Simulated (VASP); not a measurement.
These are PBE GGA, VASP's PBE PAW potentials (set 64) (plane waves; VASP) values and carry that method's errors.

The input files of a VASP run:

### POSCAR
```
BiGa32As31
1
   11.5222104216     0.0000000000     0.0000000000
    0.0000000000    11.5222104216    -0.0000000000
   -0.0000000000    -0.0000000000    11.5222104216
Ga As Bi
32 31 1
Direct
  0.5000000000   0.0000000000   0.0000000000
  0.7500000000   0.2500000000   0.0000000000
  0.7500000000   0.0000000000   0.2500000000
  0.0000000000   0.0000000000   0.0000000000
  0.2500000000   0.2500000000   0.0000000000
  0.5000000000   0.5000000000   0.0000000000
  0.7500000000   0.7500000000   0.0000000000
  0.2500000000   0.0000000000   0.2500000000
  0.4978500000   0.2461890000   0.2537800000
  0.7490360000   0.4989270000   0.2513410000
  0.5000000000   0.0000000000   0.5000000000
  0.7523860000   0.2483360000   0.5042320000
  0.7500000000   0.0000000000   0.7500000000
  0.0000000000   0.5000000000   0.0000000000
  0.2500000000   0.7500000000   0.0000000000
  0.0000000000   0.2500000000   0.2500000000
  0.2500000000   0.5000000000   0.2500000000
  0.5000000000   0.7500000000   0.2500000000
  0.0000000000   0.0000000000   0.5000000000
  0.2500000000   0.2500000000   0.5000000000
  0.4995300000   0.4975620000   0.5034130000
  0.7500000000   0.7500000000   0.5000000000
  0.2500000000   0.0000000000   0.7500000000
  0.5000000000   0.2500000000   0.7500000000
  0.7500000000   0.5000000000   0.7500000000
  0.0000000000   0.7500000000   0.2500000000
  0.0000000000   0.5000000000   0.5000000000
  0.2500000000   0.7500000000   0.5000000000
  0.0000000000   0.2500000000   0.7500000000
  0.2500000000   0.5000000000   0.7500000000
  0.5000000000   0.7500000000   0.7500000000
  0.0000000000   0.7500000000   0.7500000000
  0.6250000000   0.1250000000   0.1250000000
  0.8750000000   0.3750000000   0.1250000000
  0.8750000000   0.1250000000   0.3750000000
  0.1250000000   0.1250000000   0.1250000000
  0.3750000000   0.3750000000   0.1250000000
  0.6250000000   0.6250000000   0.1250000000
  0.8750000000   0.8750000000   0.1250000000
  0.3750000000   0.1250000000   0.3750000000
  0.8750000000   0.6250000000   0.3750000000
  0.6250000000   0.1250000000   0.6250000000
  0.8750000000   0.3750000000   0.6250000000
  0.8750000000   0.1250000000   0.8750000000
  0.1250000000   0.6250000000   0.1250000000
  0.3750000000   0.8750000000   0.1250000000
  0.1250000000   0.3750000000   0.3750000000
  0.3750000000   0.6250000000   0.3750000000
  0.6250000000   0.8750000000   0.3750000000
  0.1250000000   0.1250000000   0.6250000000
  0.3750000000   0.3750000000   0.6250000000
  0.6250000000   0.6250000000   0.6250000000
  0.8750000000   0.8750000000   0.6250000000
  0.3750000000   0.1250000000   0.8750000000
  0.6250000000   0.3750000000   0.8750000000
  0.8750000000   0.6250000000   0.8750000000
  0.1250000000   0.8750000000   0.3750000000
  0.1250000000   0.6250000000   0.6250000000
  0.3750000000   0.8750000000   0.6250000000
  0.1250000000   0.3750000000   0.8750000000
  0.3750000000   0.6250000000   0.8750000000
  0.6250000000   0.8750000000   0.8750000000
  0.1250000000   0.8750000000   0.8750000000
  0.6254130000   0.3791350000   0.3785160000
```

### INCAR
```
SYSTEM = BiGa32As31
PREC = Normal
ENCUT = 400
EDIFF = 1E-5
NELM = 100
ALGO = Fast
LREAL = Auto
LASPH = .TRUE.
ISMEAR = 0
SIGMA = 0.05
GGA = PE
LMAXMIX = 4
LWAVE = .TRUE.
LCHARG = .FALSE.
NELMIN = 4
ISYM = 0
IBRION = 2
ISIF = 2
NSW = 60
EDIFFG = -0.03
```

**KPOINTS**
```
kpoints
0
G
 1 1 1
```

POTCAR, in this order: Ga As Bi (PBE.64 set). Program: vasp_gam.

The run wrote:

**OUTCAR**
```
 ion  position               nearest neighbor table
   1  0.500  0.000  0.000-  33 2.49  46 2.49  54 2.49  62 2.49
   2  0.750  0.250  0.000-  33 2.49  34 2.49  44 2.49  55 2.49
   3  0.750  0.000  0.250-  33 2.49  35 2.49  39 2.49  49 2.49
   4  0.000  0.000  0.000-  36 2.49  39 2.49  44 2.49  63 2.49
   5  0.250  0.250  0.000-  36 2.49  37 2.49  54 2.49  60 2.49
   6  0.500  0.500  0.000-  37 2.49  38 2.49  55 2.49  61 2.49
   7  0.750  0.750  0.000-  38 2.49  39 2.49  56 2.49  62 2.49
   8  0.250  0.000  0.250-  36 2.49  40 2.49  46 2.49  57 2.49
   9  0.498  0.246  0.254-  40 2.43  33 2.51  37 2.53  64 2.56
  10  0.749  0.499  0.251-  64 2.47  41 2.50  34 2.50  38 2.50
  11  0.500  0.000  0.500-  40 2.49  42 2.49  49 2.49  59 2.49
  12  0.752  0.248  0.504-  43 2.46  42 2.47  35 2.50  64 2.55
  13  0.750  0.000  0.750-  42 2.49  44 2.49  53 2.49  62 2.49
  14  0.000  0.500  0.000-  34 2.49  45 2.49  56 2.49  60 2.49
  15  0.250  0.750  0.000-  45 2.49  46 2.49  61 2.49  63 2.49
  16  0.000  0.250  0.250-  34 2.49  35 2.49  36 2.49  47 2.49
  17  0.250  0.500  0.250-  37 2.49  45 2.49  47 2.49  48 2.49
  18  0.500  0.750  0.250-  38 2.49  46 2.49  48 2.49  49 2.49
  19  0.000  0.000  0.500-  35 2.49  50 2.49  53 2.49  57 2.49
  20  0.250  0.250  0.500-  40 2.49  47 2.49  50 2.49  51 2.49
  21  0.500  0.498  0.503-  51 2.45  64 2.46  52 2.49  48 2.53
  22  0.750  0.750  0.500-  41 2.49  49 2.49  52 2.49  53 2.49
  23  0.250  0.000  0.750-  50 2.49  54 2.49  59 2.49  63 2.49
  24  0.500  0.250  0.750-  42 2.49  51 2.49  54 2.49  55 2.49
  25  0.750  0.500  0.750-  43 2.49  52 2.49  55 2.49  56 2.49
  26  0.000  0.750  0.250-  39 2.49  41 2.49  45 2.49  57 2.49
  27  0.000  0.500  0.500-  41 2.49  43 2.49  47 2.49  58 2.49
  28  0.250  0.750  0.500-  48 2.49  57 2.49  58 2.49  59 2.49
  29  0.000  0.250  0.750-  43 2.49  44 2.49  50 2.49  60 2.49
  30  0.250  0.500  0.750-  51 2.49  58 2.49  60 2.49  61 2.49
  31  0.500  0.750  0.750-  52 2.49  59 2.49  61 2.49  62 2.49
  32  0.000  0.750  0.750-  53 2.49  56 2.49  58 2.49  63 2.49
  33  0.625  0.125  0.125-   1 2.49   2 2.49   3 2.49   9 2.51
  34  0.875  0.375  0.125-   2 2.49  14 2.49  16 2.49  10 2.50
  35  0.875  0.125  0.375-   3 2.49  16 2.49  19 2.49  12 2.50
  36  0.125  0.125  0.125-   4 2.49   5 2.49   8 2.49  16 2.49
  37  0.375  0.375  0.125-   5 2.49   6 2.49  17 2.49   9 2.53
  38  0.625  0.625  0.125-   6 2.49   7 2.49  18 2.49  10 2.50
  39  0.875  0.875  0.125-   3 2.49   4 2.49   7 2.49  26 2.49
  40  0.375  0.125  0.375-   9 2.43   8 2.49  11 2.49  20 2.49
  41  0.875  0.625  0.375-  22 2.49  26 2.49  27 2.49  10 2.50
  42  0.625  0.125  0.625-  12 2.47  11 2.49  13 2.49  24 2.49
  43  0.875  0.375  0.625-  12 2.46  25 2.49  27 2.49  29 2.49
  44  0.875  0.125  0.875-   2 2.49   4 2.49  13 2.49  29 2.49
  45  0.125  0.625  0.125-  14 2.49  15 2.49  17 2.49  26 2.49
  46  0.375  0.875  0.125-   1 2.49   8 2.49  15 2.49  18 2.49
  47  0.125  0.375  0.375-  16 2.49  17 2.49  20 2.49  27 2.49
  48  0.375  0.625  0.375-  17 2.49  18 2.49  28 2.49  21 2.53
  49  0.625  0.875  0.375-   3 2.49  11 2.49  18 2.49  22 2.49
  50  0.125  0.125  0.625-  19 2.49  20 2.49  23 2.49  29 2.49
  51  0.375  0.375  0.625-  21 2.45  20 2.49  24 2.49  30 2.49
  52  0.625  0.625  0.625-  21 2.49  22 2.49  25 2.49  31 2.49
  53  0.875  0.875  0.625-  13 2.49  19 2.49  22 2.49  32 2.49
  54  0.375  0.125  0.875-   1 2.49   5 2.49  23 2.49  24 2.49
  55  0.625  0.375  0.875-   2 2.49   6 2.49  24 2.49  25 2.49
  56  0.875  0.625  0.875-   7 2.49  14 2.49  25 2.49  32 2.49
  57  0.125  0.875  0.375-   8 2.49  19 2.49  26 2.49  28 2.49
  58  0.125  0.625  0.625-  27 2.49  28 2.49  30 2.49  32 2.49
  59  0.375  0.875  0.625-  11 2.49  23 2.49  28 2.49  31 2.49
  60  0.125  0.375  0.875-   5 2.49  14 2.49  29 2.49  30 2.49
  61  0.375  0.625  0.875-   6 2.49  15 2.49  30 2.49  31 2.49
  62  0.625  0.875  0.875-   1 2.49   7 2.49  13 2.49  31 2.49
  63  0.125  0.875  0.875-   4 2.49  15 2.49  23 2.49  32 2.49
  64  0.625  0.379  0.379-  21 2.46  10 2.47  12 2.55   9 2.56
 Subroutine IBZKPT returns following result:
 Found      1 irreducible k-points:

 Following reciprocal coordinates:
            Coordinates               Weight
  0.000000  0.000000  0.000000      1.000000
   k-points           NKPTS =      1   k-points in BZ     NKDIM =      1   number of bands    NBANDS=    161
   number of dos      NEDOS =    301   number of ions     NIONS =     64
   total plane-waves  NPLWV = 175616
   dimension x,y,z NGX =    56 NGY =   56 NGZ =   56
...
```

**OSZICAR**
```
...
DAV:   3    -0.256269469365E+03   -0.18217E+03   -0.17835E+03   388   0.710E+01
DAV:   4    -0.262129484765E+03   -0.58600E+01   -0.58076E+01   372   0.132E+01
DAV:   5    -0.262281917880E+03   -0.15243E+00   -0.15194E+00   420   0.209E+00    0.209E+01
RMM:   6    -0.257190560744E+03    0.50914E+01   -0.74312E+00   322   0.379E+00    0.122E+01
RMM:   7    -0.256458777111E+03    0.73178E+00   -0.10985E+01   322   0.449E+00    0.300E+00
RMM:   8    -0.256412799448E+03    0.45978E-01   -0.23543E+00   322   0.257E+00    0.150E+00
RMM:   9    -0.256313440686E+03    0.99359E-01   -0.19124E-01   329   0.818E-01    0.678E-01
RMM:  10    -0.256311743664E+03    0.16970E-02   -0.53478E-02   329   0.338E-01    0.410E-01
RMM:  11    -0.256324110141E+03   -0.12366E-01   -0.27441E-02   322   0.284E-01    0.420E-01
RMM:  12    -0.256315056766E+03    0.90534E-02   -0.25708E-02   322   0.223E-01    0.697E-02
RMM:  13    -0.256316412633E+03   -0.13559E-02   -0.11684E-02   325   0.141E-01    0.126E-01
RMM:  14    -0.256315918305E+03    0.49433E-03   -0.74416E-04   322   0.595E-02    0.781E-02
RMM:  15    -0.256315629204E+03    0.28910E-03   -0.88752E-04   323   0.432E-02    0.142E-02
RMM:  16    -0.256315648442E+03   -0.19238E-04   -0.15617E-04   325   0.198E-02    0.105E-02
RMM:  17    -0.256315656635E+03   -0.81933E-05   -0.13943E-05   196   0.729E-03
   1 F= -.25631566E+03 E0= -.25630601E+03  d E =-.256316E+03
       N       E                     dE             d eps       ncg     rms          rms(c)
DAV:   1    -0.256757772608E+03   -0.44212E+00   -0.59385E+00   354   0.426E+00    0.102E+00
RMM:   2    -0.256785119192E+03   -0.27347E-01   -0.49158E-01   322   0.106E+00    0.427E-01
RMM:   3    -0.256789722187E+03   -0.46030E-02   -0.83121E-02   329   0.427E-01    0.208E-01
RMM:   4    -0.256790622363E+03   -0.90018E-03   -0.14738E-02   342   0.176E-01    0.872E-02
RMM:   5    -0.256790794343E+03   -0.17198E-03   -0.25505E-03   338   0.838E-02    0.298E-02
RMM:   6    -0.256790841672E+03   -0.47329E-04   -0.51544E-04   359   0.359E-02    0.233E-02
RMM:   7    -0.256790847708E+03   -0.60354E-05   -0.71037E-05   273   0.150E-02
   2 F= -.25679085E+03 E0= -.25677750E+03  d E =-.475191E+00
       N       E                     dE             d eps       ncg     rms          rms(c)
DAV:   1    -0.256826149592E+03   -0.35308E-01   -0.10695E+00   348   0.177E+00    0.411E-01
RMM:   2    -0.256830792719E+03   -0.46431E-02   -0.78085E-02   322   0.429E-01    0.170E-01
RMM:   3    -0.256831651410E+03   -0.85869E-03   -0.13079E-02   330   0.170E-01    0.842E-02
RMM:   4    -0.256831794746E+03   -0.14334E-03   -0.22493E-03   341   0.696E-02    0.329E-02
RMM:   5    -0.256831821916E+03   -0.27170E-04   -0.36916E-04   330   0.334E-02    0.131E-02
RMM:   6    -0.256831829588E+03   -0.76712E-05   -0.79247E-05   269   0.144E-02
   3 F= -.25683183E+03 E0= -.25681411E+03  d E =-.516173E+00
       N       E                     dE             d eps       ncg     rms          rms(c)
DAV:   1    -0.256885993019E+03   -0.54171E-01   -0.17851E+00   338   0.242E+00    0.484E-01
RMM:   2    -0.256896247853E+03   -0.10255E-01   -0.12768E-01   322   0.610E-01    0.159E-01
RMM:   3    -0.256898119987E+03   -0.18721E-02   -0.19963E-02   329   0.244E-01    0.959E-02
RMM:   4    -0.256898144240E+03   -0.24253E-04   -0.26954E-03   326   0.970E-02    0.391E-02
RMM:   5    -0.256898203324E+03   -0.59084E-04   -0.68776E-04   337   0.473E-02    0.179E-02
RMM:   6    -0.256898213065E+03   -0.97414E-05   -0.16474E-04   323   0.214E-02    0.103E-02
RMM:   7    -0.256898215730E+03   -0.26652E-05   -0.31000E-05   216   0.101E-02
   4 F= -.25689822E+03 E0= -.25687983E+03  d E =-.663861E-01
       N       E                     dE             d eps       ncg     rms          rms(c)
DAV:   1    -0.256904556129E+03   -0.63431E-02   -0.93129E-01   338   0.174E+00    0.343E-01
RMM:   2    -0.256909843707E+03   -0.52876E-02   -0.65260E-02   322   0.434E-01    0.112E-01
RMM:   3    -0.256910813681E+03   -0.96997E-03   -0.10222E-02   329   0.173E-01    0.683E-02
RMM:   4    -0.256910827623E+03   -0.13942E-04   -0.13836E-03   327   0.692E-02    0.277E-02
RMM:   5    -0.256910859214E+03   -0.31592E-04   -0.35698E-04   334   0.336E-02    0.130E-02
RMM:   6    -0.256910864307E+03   -0.50931E-05   -0.84266E-05   273   0.153E-02
   5 F= -.25691086E+03 E0= -.25689169E+03  d E =-.790347E-01
       N       E                     dE             d eps       ncg     rms          rms(c)
DAV:   1    -0.256922622038E+03   -0.11763E-01   -0.36245E-01   356   0.113E+00    0.226E-01
RMM:   2    -0.256924458501E+03   -0.18365E-02   -0.26247E-02   322   0.292E-01    0.796E-02
RMM:   3    -0.256924853746E+03   -0.39524E-03   -0.46329E-03   340   0.120E-01    0.503E-02
RMM:   4    -0.256924841493E+03    0.12253E-04   -0.52392E-04   324   0.451E-02    0.220E-02
RMM:   5    -0.256924853798E+03   -0.12305E-04   -0.16577E-04   324   0.236E-02    0.896E-03
RMM:   6    -0.256924854407E+03   -0.60888E-06   -0.39944E-05   233   0.107E-02
   6 F= -.25692485E+03 E0= -.25690600E+03  d E =-.139901E-01
       N       E                     dE             d eps       ncg     rms          rms(c)
DAV:   1    -0.256926927035E+03   -0.20732E-02   -0.13901E-01   340   0.700E-01    0.139E-01
RMM:   2    -0.256927650926E+03   -0.72389E-03   -0.10140E-02   322   0.182E-01    0.491E-02
RMM:   3    -0.256927804838E+03   -0.15391E-03   -0.17847E-03   342   0.746E-02    0.316E-02
RMM:   4    -0.256927798529E+03    0.63089E-05   -0.19835E-04   323   0.278E-02    0.136E-02
RMM:   5    -0.256927803569E+03   -0.50395E-05   -0.65671E-05   291   0.147E-02
   7 F= -.25692780E+03 E0= -.25690908E+03  d E =-.169393E-01
       N       E                     dE             d eps       ncg     rms          rms(c)
DAV:   1    -0.256927845558E+03   -0.47028E-04   -0.54217E-03   380   0.139E-01    0.288E-02
RMM:   2    -0.256927878861E+03   -0.33303E-04   -0.44301E-04   322   0.380E-02    0.105E-02
RMM:   3    -0.256927886172E+03   -0.73116E-05   -0.78306E-05   273   0.158E-02    0.701E-03
RMM:   4    -0.256927886121E+03    0.50786E-07   -0.93153E-06   192   0.600E-03
   8 F= -.25692789E+03 E0= -.25690916E+03  d E =-.170218E-01
       N       E                     dE             d eps       ncg     rms          rms(c)
DAV:   1    -0.256931030715E+03   -0.31445E-02   -0.13038E-01   340   0.674E-01    0.132E-01
RMM:   2    -0.256931743190E+03   -0.71248E-03   -0.90706E-03   322   0.174E-01    0.452E-02
RMM:   3    -0.256931886849E+03   -0.14366E-03   -0.15082E-03   339   0.704E-02    0.290E-02
RMM:   4    -0.256931881202E+03    0.56478E-05   -0.17417E-04   322   0.264E-02    0.121E-02
RMM:   5    -0.256931885797E+03   -0.45956E-05   -0.56092E-05   262   0.136E-02
   9 F= -.25693189E+03 E0= -.25691314E+03  d E =-.399968E-02
       N       E                     dE             d eps       ncg     rms          rms(c)
DAV:   1    -0.256932357716E+03   -0.47651E-03   -0.54467E-02   364   0.436E-01    0.871E-02
RMM:   2    -0.256932672578E+03   -0.31486E-03   -0.39338E-03   322   0.114E-01    0.299E-02
RMM:   3    -0.256932735810E+03   -0.63232E-04   -0.65128E-04   338   0.465E-02    0.197E-02
RMM:   4    -0.256932733602E+03    0.22080E-05   -0.77102E-05   289   0.176E-02
  10 F= -.25693273E+03 E0= -.25691393E+03  d E =-.484748E-02
       N       E                     dE             d eps       ncg     rms          rms(c)
DAV:   1    -0.256933375147E+03   -0.63934E-03   -0.32057E-02   356   0.333E-01    0.660E-02
RMM:   2    -0.256933538972E+03   -0.16383E-03   -0.22105E-03   322   0.847E-02    0.223E-02
RMM:   3    -0.256933572856E+03   -0.33884E-04   -0.39041E-04   341   0.348E-02    0.138E-02
RMM:   4    -0.256933573082E+03   -0.22644E-06   -0.43267E-05   242   0.131E-02
  11 F= -.25693357E+03 E0= -.25691451E+03  d E =-.839481E-03
```

File OUTCAR:
```
------------------------ aborting loop because EDIFF is reached ----------------------------------------
  FORCE on cell =-STRESS in cart. coord.  units (eV):
  Direction    XX          YY          ZZ          XY          YZ          ZX
  --------------------------------------------------------------------------------------
  Total       10.0775617     10.0494796     10.0417019     -0.0359816     -0.0023364     -0.0096425
  in kB       10.5550099     10.5255972     10.5174511     -0.0376863     -0.0024471     -0.0100993
  external PRESSURE =      10.5326861 kB  Pullay stress =       0.0000000 kB
  volume of cell :     1529.70
      direct lattice vectors                 reciprocal lattice vectors
    11.522210422  0.000000000  0.000000000     0.086788903  0.000000000  0.000000000
     0.000000000 11.522210422  0.000000000     0.000000000  0.086788903  0.000000000
     0.000000000  0.000000000 11.522210422     0.000000000  0.000000000  0.086788903
  FREE ENERGIE OF THE ION-ELECTRON SYSTEM (eV)
  ---------------------------------------------------
  free  energy   TOTEN  =      -256.9335730823 eV

  energy  without entropy=     -256.8954567576  energy(sigma->0) =     -256.91451492

 reached required accuracy - stopping structural energy minimisation
```
(Selected blocks of OUTCAR.)

**CONTCAR**
```
BiGa32As31
   1.00000000000000
    11.5222104216000005    0.0000000000000000    0.0000000000000000
     0.0000000000000000   11.5222104216000005    0.0000000000000000
     0.0000000000000000    0.0000000000000000   11.5222104216000005
  Ga              As              Bi
    32    31     1
Direct
     0.5000400816903823    0.9987861034906803    0.9990426937606485
     0.7498740099555596    0.2499229436576064    0.9994545053410343
     0.7499496519690122    0.9992662479206458    0.2498556328342784
     0.9998449396068794    0.0001526151856691    0.0000901903244467
     0.2489893279803736    0.2501607060112435    0.9991007864549989
     0.4998679007542573    0.4997512682256128    0.9995849739197570
     0.7499837292124835    0.7513070396239732    0.9988042118521995
     0.2483967938401879    0.9983949265746874    0.2496836693657549
     0.4918313135171364    0.2413722319484375    0.2433559879609210
     0.7581804584148423    0.5081726951030797    0.2418099710154037
     0.4999666439782320    0.9989014502892265    0.5002289866200137
     0.7593379853948466    0.2409831545236983    0.5094770082844658
     0.7502200455021174    0.9983284119670822    0.7516372391136615
     0.0012148856966091    0.5000490331009260    0.9989194911152685
     0.2501314525215790    0.7498481268391509    0.0001171813855817
     0.0007435380631007    0.2499753347547379    0.2499775815156196
     0.2494841940550229    0.4999039878640760    0.2498904533520934
     0.4999814832712661    0.7504947014599629    0.2501610695206314
     0.0013375041791021    0.9984877833935297    0.5000515491344044
     0.2488212420742789    0.2498016976380816    0.5000892010131197
     0.4906192883959338    0.5086085231239740    0.5101458689958073
     0.7500125185934240    0.7507416510048269    0.4999172246869974
     0.2501387619830910    0.0000984181035829    0.7498681443737677
     0.4999917863543560    0.2497051576095566    0.7511594659624948
     0.7500513488267002    0.5001110495314732    0.7511243844810865
     0.0013699992257765    0.7513105172462767    0.2499152971172756
     0.0009190138346082    0.5001384223766895    0.4999246118849703
     0.2487136394727256    0.7512586378674005    0.4998814172290144
     0.0016275137750357    0.2498395268545806    0.7518789960733094
     0.2482373377815681    0.5002880117764024    0.7517867469228682
     0.4998319354285881    0.7515311092722163    0.7518352464770939
     0.9998739704531544    0.7499280949408528    0.7497872981888186
     0.6250154614345461    0.1226415253525679    0.1227882411100814
     0.8775019930042075    0.3747302583416309    0.1224491762522280
     0.8777589825038551    0.1221864883968052    0.3748282063158273
     0.1250070958131076    0.1248783825680204    0.1247604904417119
     0.3729998710344631    0.3748394208835240    0.1231445966140300
     0.6247624331504582    0.6274854075817548    0.1224291141542533
     0.8751695459774967    0.8749593305712308    0.1248192865704650
     0.3718422368338881    0.1217078373580561    0.3755824905815468
     0.8776274319859232    0.6276054591322933    0.3750847299286869
     0.6248519915814992    0.1219361740544116    0.6280277735775479
     0.8782605626002337    0.3753569707602218    0.6282618615984755
     0.8750736780578514    0.1248003285560744    0.8750984372853352
     0.1250462786146499    0.6251187431494337    0.1248631676452764
     0.3748848985051296    0.8748680270313429    0.1248838998486251
     0.1250221275622806    0.3750149597544505    0.3748843670763166
     0.3724116430293185    0.6274088278738451    0.3750081427221092
     0.6250084141770118    0.8749481188130288    0.3749268484594739
     0.1248019821985505    0.1247163395057323    0.6252814260680190
     0.3715272694960032    0.3743398952795822    0.6285424528475139
     0.6251765760278546    0.6279881120395848    0.6281233901698957
     0.8751151362440248    0.8749484549781695    0.6251337980378210
     0.3747684190944418    0.1247106730193676    0.8752648104929751
     0.6249742358234406    0.3749644542038149    0.8751370705653047
     0.8752169610071107    0.6252539217670525    0.8751370124651082
     0.1249679335127771    0.8748622272502528    0.3749628158089779
     0.1250370434325274    0.6252390434365717    0.6251242024109928
     0.3748070637549265    0.8747772404761173    0.6252963926460287
     0.1250242027436055    0.3749939649396323    0.8755003962494727
     0.3748391209149969    0.6250521788444385    0.8751669801773433
     0.6249899165807048    0.8750568521360752    0.8753235472071174
     0.1249965819140693    0.8749845582507123    0.8749738016637078
     0.6251436155868147    0.3751552444142691    0.3769159867299216
```

The supercell is sampled at Γ alone, which is coarse: total energies, pressure and levels can be off, energies of defects by several tenths of an eV.

The cell is a supercell with a defect, built from GaAs (zinc blende): Bi_As. The run is not spin-polarised, so no state with unpaired spins was tried.
